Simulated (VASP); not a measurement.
Consider the following.

```yaml
crystal:
  lattice:
    - [0.00000, 1.76790, 1.76790]
    - [1.76790, 0.00000, 1.76790]
    - [1.76790, 1.76790, 0.00000]
  atoms:
    - { symbol: C, position: [0.50000, 0.50000, 0.50000] }
    - { symbol: C, position: [0.75000, 0.75000, 0.75000] }
```

Level of theory: LDA (Ceperley-Alder, Perdew-Zunger), VASP's LDA PAW potentials (set 64) (plane waves; VASP). Run with 520 eV cut-off, 11×11×11 Γ-centred mesh, Gaussian smearing of 0.050 eV, potentials C.

### Question
Predict the energy per atom (σ→0).

### Answer

The energy per atom (σ→0) is -10.123 eV/atom.

The structure comes from a computed database's C entry (Fd-3m); how it stands against other phases isn't given here. It was relaxed first. The start is the result of an earlier pass.
